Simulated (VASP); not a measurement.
Given:

```xyz
2
Lattice="0.0000 3.3125 3.3125 3.3125 0.0000 3.3125 3.3125 3.3125 0.0000" Properties=species:S:1:pos:R:3 pbc="T T T"
Ag     0.0000     0.0000     0.0000
I      1.6563     1.6563     1.6563
```

The numbers are results of PBE GGA, VASP's PBE PAW potentials (set 64) (plane waves; VASP 6.6.1), not measurements. Numerical set-up: 520 eV cut-off, Gaussian smearing of 0.050 eV, potentials Ag I.

Unless said otherwise, spin-orbit coupling is left out, though it shifts the bands of the heavy elements here.

Predict the band gap (along the path) with the smallest direct gap where there is one.

```
Item                                   Result
------------------------------------  -------
band gap (along the path)             1.34 eV
smallest direct gap (along the path)  1.34 eV
```

Total energies compare only between runs with the same potentials, cut-off and functional.

The compound is AgI in the zinc blende structure, whereas wurtzite is the usual form. It was relaxed first, which changed the volume by +6 %.
